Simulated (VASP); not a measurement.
# Sb2TeO2 (Pnnm) in VASP: further runs

One crystal, Sb2TeO2, is run at these levels: PBE; tasks: equation of state.

Everything below comes from runs of VASP 6.6.1. Logs are shortened: lines on timing, memory, paths and dates and some standing lists are left out, and cuts for length are marked.

## 1. The crystal as given

The structure is orthorhombic, space group Pnnm (No. 58). The conventional cell has a = 3.906 Å, b = 12.546 Å, c = 3.901 Å, α = 90.00°, β = 90.00°, γ = 90.00°. Around Sb (site symmetry m) lie 4 O at 2.23 to 2.37 Å. Te (site symmetry 2/m) has 8 Sb at 3.30 to 3.44 Å and 8 O at 3.67 to 3.72 Å as nearest neighbours. Around O (site symmetry m) lie 4 Sb at 2.23 to 2.37 Å.

The cell was built by a generator and needn't be a form met in nature.

## 2. Equation of state, PBE, 19.12 Å³/atom

INCAR

```
PREC     = Accurate       # precision mode
ENCUT    = 520            # plane-wave cutoff, eV
EDIFF    = 1E-6           # SCF threshold, eV
ISMEAR   = 0              # smearing method
SIGMA    = 0.1            # smearing width, eV
LREAL    = False          # projectors in reciprocal space
LASPH    = True           # aspherical terms in the spheres
NELM     = 100            # most SCF steps
ALGO     = Normal         # electronic algorithm
ISIF     = 4              # what is computed and relaxed
LWAVE    = False          # write WAVECAR
LCHARG   = False          # write CHGCAR
GGA      = PE             # functional
IBRION   = 2              # ionic algorithm
NSW      = 30             # ionic steps
EDIFFG   = -0.02          # ionic threshold
KPAR     = 4
```

KPOINTS

```
regular mesh
0
Gamma
  8 4 8
```

POSCAR

```
Sb2TeO2
1.0
    3.9058100000      0.0000000000      0.0000000000
    0.0000000000     12.5464100000      0.0000000000
    0.0000000000      0.0000000000      3.9007200000
Sb Te O
4 2 4
Direct
    0.5321070000      0.1539610000      0.5000000000
    0.0321070000      0.3460390000      0.0000000000
    0.9678930000      0.6539610000      0.0000000000
    0.4678930000      0.8460390000      0.5000000000
    0.0000000000      0.0000000000      0.0000000000
    0.5000000000      0.5000000000      0.5000000000
    0.0110860000      0.2502090000      0.5000000000
    0.5110860000      0.2497910000      0.0000000000
    0.4889140000      0.7502090000      0.0000000000
    0.9889140000      0.7497910000      0.5000000000
```

Potentials or basis: VASP PAW PBE potentials, release 64 (Sb, Te, O).

Launch:

```sh
$ cat potpaw_PBE.64/Sb/POTCAR potpaw_PBE.64/Te/POTCAR potpaw_PBE.64/O/POTCAR > POTCAR
$ mpirun -np 4 vasp_std > vasp.out
```

OUTCAR:

```text
PREC = Accurate
   ENCUT = 520
   EDIFF = 1E-6
   ISMEAR = 0
   LREAL = False
   LASPH = True
   NELM = 100
   ISIF = 4
   GGA = PE
   IBRION = 2
   NSW = 30
   EDIFFG = -0.02

 ion  position               nearest neighbor table
   1  0.532  0.154  0.500-   7 2.23   8 2.29   8 2.29   7 2.37   5 3.30   5 3.30   5 3.44   5 3.44
                             2 3.66   2 3.66   2 3.66   2 3.66
   2  0.032  0.346  0.000-   8 2.23   7 2.29   7 2.29   8 2.37   6 3.30   6 3.30   6 3.44   6 3.44
                             1 3.66   1 3.66   1 3.66   1 3.66
   3  0.968  0.654  0.000-   9 2.23  10 2.29  10 2.29   9 2.37   6 3.30   6 3.30   6 3.44   6 3.44
                             4 3.66   4 3.66   4 3.66   4 3.66
   4  0.468  0.846  0.500-  10 2.23   9 2.29   9 2.29  10 2.37   5 3.30   5 3.30   5 3.44   5 3.44
                             3 3.66   3 3.66   3 3.66   3 3.66
   5  0.000  0.000  0.000-   1 3.30   4 3.30   1 3.30   4 3.30   1 3.44   1 3.44   4 3.44   4 3.44

   6  0.500  0.500  0.500-   2 3.30   3 3.30   2 3.30   3 3.30   2 3.44   2 3.44   3 3.44   3 3.44

   7  0.011  0.250  0.500-   1 2.23   2 2.29   2 2.29   1 2.37
   8  0.511  0.250  0.000-   2 2.23   1 2.29   1 2.29   2 2.37
   9  0.489  0.750  0.000-   3 2.23   4 2.29   4 2.29   3 2.37
  10  0.989  0.750  0.500-   4 2.23   3 2.29   3 2.29   4 2.37

  LATTYP: Found a simple orthorhombic cell.
 ALAT       =     3.9007200000
 B/A-ratio  =     1.0013048873
 C/A-ratio  =     3.2164344019

  Lattice vectors:

 A1 = (   0.0000000000,   0.0000000000,   3.9007200000)
 A2 = (   3.9058100000,   0.0000000000,   0.0000000000)
 A3 = (   0.0000000000,  12.5464100000,   0.0000000000)

Analysis of symmetry for initial positions (statically):
=====================================================================
 Subroutine PRICEL returns:
 Original cell was already a primitive cell.

 Routine SETGRP: Setting up the symmetry group for a
 simple orthorhombic supercell.

 Subroutine GETGRP returns: Found  8 space group operations
 (whereof  4 operations were pure point group operations)
 out of a pool of  8 trial point group operations.

The static configuration has the point symmetry C_2h.
 The point group associated with its full space group is D_2h.

Analysis of symmetry for dynamics (positions and initial velocities):
=====================================================================
 Subroutine PRICEL returns:
 Original cell was already a primitive cell.

 Routine SETGRP: Setting up the symmetry group for a
 simple orthorhombic supercell.

 Subroutine GETGRP returns: Found  8 space group operations
 (whereof  4 operations were pure point group operations)
 out of a pool of  8 trial point group operations.

The dynamic configuration has the point symmetry C_2h.
 The point group associated with its full space group is D_2h.

 Subroutine INISYM returns: Found  8 space group operations
 (whereof  4 operations are pure point group operations),
 and found     1 'primitive' translations

----------------------------------------------------------------------------------------

                                     Primitive cell

  volume of cell :     191.1505

  direct lattice vectors                    reciprocal lattice vectors
     3.905810000  0.000000000  0.000000000     0.256028839  0.000000000  0.000000000
     0.000000000 12.546410000  0.000000000     0.000000000  0.079704075  0.000000000
     0.000000000  0.000000000  3.900720000     0.000000000  0.000000000  0.256362928

  length of vectors
     3.905810000 12.546410000  3.900720000     0.256028839  0.079704075  0.256362928

  position of ions in fractional coordinates (direct lattice)
     0.532107000  0.153961000  0.500000000
     0.032107000  0.346039000  0.000000000
     0.967893000  0.653961000  0.000000000
     0.467893000  0.846039000  0.500000000
     0.000000000  0.000000000  0.000000000
     0.500000000  0.500000000  0.500000000
     0.011086000  0.250209000  0.500000000
     0.511086000  0.249791000  0.000000000
     0.488914000  0.750209000  0.000000000
     0.988914000  0.749791000  0.500000000

  ion indices of the primitive-cell ions
   primitive index   ion index
                 1           1
                 2           2
                 3           3
                 4           4
                 5           5
                 6           6
                 7           7
                 8           8
                 9           9
                10          10

----------------------------------------------------------------------------------------

 KPOINTS: regular mesh

Automatic generation of k-mesh.
 Grid dimensions read from file:
 generate k-points for:    8    4    8

 Generating k-lattice:

  Cartesian coordinates                     Fractional coordinates (reciprocal lattice)
     0.032003605  0.000000000  0.000000000     0.125000000  0.000000000  0.000000000
     0.000000000  0.019926019  0.000000000     0.000000000  0.250000000  0.000000000
     0.000000000  0.000000000  0.032045366     0.000000000  0.000000000  0.125000000

  Length of vectors
     0.032003605  0.019926019  0.032045366

  Shift w.r.t. Gamma in fractional coordinates (k-lattice)
     0.000000000  0.000000000  0.000000000

 Subroutine IBZKPT returns following result:
 ===========================================

 Found     75 irreducible k-points:

 Following reciprocal coordinates:
            Coordinates               Weight
  0.000000  0.000000  0.000000      1.000000
  0.125000  0.000000  0.000000      2.000000
  0.250000  0.000000  0.000000      2.000000
  0.375000  0.000000  0.000000      2.000000
  0.500000  0.000000  0.000000      1.000000
  0.000000  0.250000  0.000000      2.000000
[... 16 lines left out ...]
  0.250000  0.250000  0.125000      8.000000
  0.375000  0.250000  0.125000      8.000000
 [... further k-points ...]
   k-points           NKPTS =     75   k-points in BZ     NKDIM =     75   number of bands    NBANDS=     34
   number of dos      NEDOS =    301   number of ions     NIONS =     10
   total plane-waves  NPLWV =  86400
   dimension x,y,z NGX =    30 NGY =   96 NGZ =   30
   dimension x,y,z NGXF=    60 NGYF=  192 NGZF=   60
   ions per type =               4   2   4
   NGX,Y,Z   is equivalent  to a cutoff of  12.77, 12.72, 12.79 a.u.
   NGXF,Y,Z  is equivalent  to a cutoff of  25.54, 25.44, 25.57 a.u.
 SYSTEM =  unknown system
   PREC   = accura    normal or accurate (medium, high low for compatibility)
   ISTART =      0    job   : 0-new  1-cont  2-samecut
   ICHARG =      2    charge: 1-file 2-atom 10-const
   ISPIN  =      1    spin polarized calculation?
   LNONCOLLINEAR =      F non collinear calculations
   LSORBIT =      F    spin-orbit coupling
   LASPH  =      T    aspherical Exc in radial PAW
   ENCUT  =  520.0 eV  38.22 Ry    6.18 a.u.   7.26 23.33  7.25*2*pi/ulx,y,z
   NELM   =    100;   NELMIN=  2; NELMDL= -5     # of ELM steps
   EDIFF  = 0.1E-05   stopping-criterion for ELM
   LREAL  =      F    real-space projection
   EDIFFG = -.2E-01   stopping-criterion for IOM
   NSW    =     30    number of steps for IOM
   IBRION =      2    ionic relax: 0-MD 1-quasi-New 2-CG
   NFREE  =      1    steps in history (QN), initial steepest desc. (CG)
   ISIF   =      4    stress and relaxation
   ISYM   =      2    0-nonsym 1-usesym 2-fastsym
   POTIM  = 0.5000    time-step for ionic-motion
   TEBEG  =    0.0;   TEEND  =   0.0 temperature during run
   PSTRESS=    0.0 pullay stress
   NELECT =      56.0000    total number of electrons
   NUPDOWN=      -1.0000    fix difference up-down
   EMIN   =  10.00;   EMAX   =-10.00  energy-range for DOS
   EFERMI =   0.00;   METHOD = LEGACY
   ISMEAR =     0;   SIGMA  =   0.10  broadening in eV -4-tet -1-fermi 0-gaus
   EFERMI_NEDOS =   21; number of points for ismear=-14 and -15
   IALGO  =     38    algorithm
   IMIX   =      4    mixing-type and parameters
     AMIX     =   0.40;   BMIX     =  1.00
     AMIX_MAG =   1.60;   BMIX_MAG =  1.00
  volume/ion in A,a.u.               =      19.12       128.99
  Fermi-wavevector in a.u.,A,eV,Ry     =   1.087291  2.054682 16.084825  1.182201
  Thomas-Fermi vector in A             =   2.223447
   LORBIT       =      0    0 simple, 1 ext, 2 COOP (PROOUT), +10 PAW based schemes
   GGA     = PE    functional components
   LHFCALC =     F    Hartree Fock is set to
   AEXX    =    0.0000 exact exchange contribution
   IVDW    =     0    specifies the selected vdW correction
   LEPSILON=     F    determine dielectric tensor
   LRPA    =     F    only Hartree local field effects (RPA)
 conjugate gradient relaxation of ions
 non-spin polarized calculation
 Gauss-broadening in eV      SIGMA  =   0.10
  energy-cutoff  :      520.00
  volume of cell :      191.15
 maximum number of plane-waves:      5173
 NGX is ok and might be reduce to    30
   NGX = 15   NGY = 47   NGZ = 15

 number of electron      56.0000004 magnetization

 Free energy of the ion-electron system (eV)
  ---------------------------------------------------
  ext. energy  EPLUGINS =         0.00000000
  ---------------------------------------------------
  free energy    TOTEN  =       -50.49202225 eV

  energy without entropy =      -50.48797957  energy(sigma->0) =      -50.49000091

 E-fermi :   7.9949     XC(G=0): -10.3581

 val. band max:        7.9911301277   @ k =   0.5000   0.5000   0.0000
 cond. band min:       8.0207768933   @ k =   0.0000   0.0000   0.5000
 fundamental gap:      0.0296467656
 Fermi energy:         7.9948946426

 k-point     1 :       0.0000    0.0000    0.0000
  band No.  band energies     occupation
      1     -12.4751      2.00000
      2     -12.4679      2.00000
      3     -10.4848      2.00000
      4     -10.4844      2.00000
      5      -4.4440      2.00000
      6      -3.8640      2.00000
[... 26 lines left out ...]
     33       9.6945      0.00000
     34      11.0964      0.00000

 k-point     2 :       0.1250    0.0000    0.0000
  band No.  band energies     occupation
      1     -12.3990      2.00000
      2     -12.3920      2.00000
      3     -10.5520      2.00000
      4     -10.5517      2.00000
      5      -4.3181      2.00000
      6      -3.7568      2.00000
[... 26 lines left out ...]
     33      10.1733      0.00000
     34      10.8437      0.00000

 k-point     3 :       0.2500    0.0000    0.0000
  band No.  band energies     occupation
      1     -12.1801      2.00000
      2     -12.1742      2.00000
      3     -10.7516      2.00000
      4     -10.7510      2.00000
      5      -3.9454      2.00000
      6      -3.4545      2.00000
[... 26 lines left out ...]
     33       9.9981      0.00000
     34      10.5259      0.00000
[... 704 lines left out ...]
 k-point    23 :       0.2500    0.2500    0.1250
  band No.  band energies     occupation
      1     -12.1133      2.00000
      2     -12.1093      2.00000
      3     -10.7837      2.00000
      4     -10.7832      2.00000
      5      -3.7821      2.00000
      6      -3.4616      2.00000
[... 26 lines left out ...]
     33      10.3225      0.00000
     34      10.3956      0.00000

 k-point    24 :       0.3750    0.2500    0.1250
  band No.  band energies     occupation
      1     -11.7967      2.00000
      2     -11.7937      2.00000
      3     -11.0680      2.00000
      4     -11.0670      2.00000
      5      -3.2223      2.00000
      6      -3.0137      2.00000
[... 26 lines left out ...]
     33      10.5480      0.00000
     34      10.7632      0.00000

 [... further k-points ...]
[... 5 lines left out ...]
  --------------------------------------------------------------------------------------
  -------------------------------------------------------------------------------------
  Total       -0.0673373     -0.0711171     -0.0772677     -0.0000000      0.0000000      0.0000000
  in kB       -0.5644050     -0.5960861     -0.6476396     -0.0000000      0.0000000      0.0000000
  external PRESSURE =      -0.6027102 kB  Pullay stress =       0.0000000 kB

 VOLUME and BASIS-vectors are now :
 -----------------------------------------------------------------------------
  energy-cutoff  :      520.00
  volume of cell :      191.15
      direct lattice vectors                 reciprocal lattice vectors
     3.905810000  0.000000000  0.000000000     0.256028839  0.000000000  0.000000000
     0.000000000 12.546410000  0.000000000     0.000000000  0.079704075  0.000000000
     0.000000000  0.000000000  3.900720000     0.000000000  0.000000000  0.256362928

 POSITION                                       TOTAL-FORCE (eV/Angst)
 -----------------------------------------------------------------------------------
      2.07831      1.93166      1.95036        -0.004197      0.005769      0.000000
      0.12540      4.34155      0.00000        -0.004197     -0.005769      0.000000
      3.78041      8.20486      0.00000         0.004197      0.005769      0.000000
      1.82750     10.61475      1.95036         0.004197     -0.005769      0.000000
      0.00000      0.00000      0.00000        -0.000000      0.000000      0.000000
      1.95290      6.27320      1.95036        -0.000000      0.000000      0.000000
      0.04330      3.13922      1.95036        -0.006666     -0.006451      0.000000
      1.99620      3.13398      0.00000        -0.006666      0.006451      0.000000
      1.90961      9.41243      0.00000         0.006666     -0.006451      0.000000
      3.86251      9.40719      1.95036         0.006666      0.006451      0.000000
 -----------------------------------------------------------------------------------
    total drift:                                0.000000      0.000000      0.000000

  FREE ENERGIE OF THE ION-ELECTRON SYSTEM (eV)
  ---------------------------------------------------
  free  energy   TOTEN  =       -50.4920222454 eV

  energy  without entropy=      -50.4879795725  energy(sigma->0) =      -50.49000091

 reached required accuracy - stopping structural energy minimisation
```

Run time: 1.7 min. Hardware: 4 MPI ranks of AMD EPYC 9R45 (Zen 5), shared host; peak memory 0.56 GiB.

What came out:

```
Free energy            : -50.4920 eV
Pressure               : -0.1 GPa
Largest force          : 0.009 eV/Å
Band gap on the k mesh : none (metal or under the smearing width)
```

## 3. Equation of state, PBE, 18.54 Å³/atom (volume scaled by 0.97)

INCAR is that of step 2.

KPOINTS is that of step 2.

Edit POSCAR of step 2 so:

```diff
@@ -2,5 +2,5 @@
 1.0
-    3.9058100000      0.0000000000      0.0000000000
-    0.0000000000     12.5464100000      0.0000000000
-    0.0000000000      0.0000000000      3.9007200000
+    3.8663546762      0.0000000000      0.0000000000
+    0.0000000000     12.4196699207      0.0000000000
+    0.0000000000      0.0000000000      3.8613160938
 Sb Te O
```

Potentials or basis: VASP PAW PBE potentials, release 64 (Sb, Te, O).

Launch:

```sh
$ cat potpaw_PBE.64/Sb/POTCAR potpaw_PBE.64/Te/POTCAR potpaw_PBE.64/O/POTCAR > POTCAR
$ mpirun -np 4 vasp_std > vasp.out
```

Run time: 14 min. Hardware: 4 MPI ranks of AMD EPYC 9R45 (Zen 5), shared host; peak memory 0.57 GiB.

It converged, with:

| Property | Result |
| --- | --- |
| Free energy | -50.4580 eV |
| Pressure | 2.1 GPa |
| Largest force | 0.008 eV/Å |
| Band gap on the k mesh | none (metal or under the smearing width) |

## 4. Equation of state, PBE, 19.69 Å³/atom (volume scaled by 1.03)

INCAR is that of step 3.

KPOINTS is that of step 3.

Edit POSCAR of step 3 so:

```diff
@@ -2,5 +2,5 @@
 1.0
-    3.8663546762      0.0000000000      0.0000000000
-    0.0000000000     12.4196699207      0.0000000000
-    0.0000000000      0.0000000000      3.8613160938
+    3.9444839013      0.0000000000      0.0000000000
+    0.0000000000     12.6706399605      0.0000000000
+    0.0000000000      0.0000000000      3.9393435020
 Sb Te O
```

Launch:

```sh
$ cat potpaw_PBE.64/Sb/POTCAR potpaw_PBE.64/Te/POTCAR potpaw_PBE.64/O/POTCAR > POTCAR
$ mpirun -np 4 vasp_std > vasp.out
```

It took 6.6 min on 4 MPI ranks of AMD EPYC 9R45 (Zen 5), shared host; peak memory 0.58 GiB.

Results (log left out):

* Free energy: -50.4592 eV
* Pressure: -1.9 GPa
* Largest force: 0.019 eV/Å
* Band gap on the k mesh: none (metal or under the smearing width)

## 5. Equation of state, PBE, 17.97 Å³/atom (volume scaled by 0.94)

INCAR is that of step 4.

KPOINTS is that of step 4.

Edit POSCAR of step 4 so:

```diff
@@ -2,5 +2,5 @@
 1.0
-    3.9444839013      0.0000000000      0.0000000000
-    0.0000000000     12.6706399605      0.0000000000
-    0.0000000000      0.0000000000      3.9393435020
+    3.8260772193      0.0000000000      0.0000000000
+    0.0000000000     12.2902889503      0.0000000000
+    0.0000000000      0.0000000000      3.8210911260
 Sb Te O
```

Launch:

```sh
$ cat potpaw_PBE.64/Sb/POTCAR potpaw_PBE.64/Te/POTCAR potpaw_PBE.64/O/POTCAR > POTCAR
$ mpirun -np 4 vasp_std > vasp.out
```

It took 11 min on 4 MPI ranks of AMD EPYC 9R45 (Zen 5), shared host; peak memory 0.53 GiB.

The run converged. Its results:

```yaml
Free_energy: -50.3306 eV
Pressure: 4.9 GPa
Largest_force: 0.018 eV/Å
Band_gap_on_the_k_mesh: none (metal or under the smearing width)
```
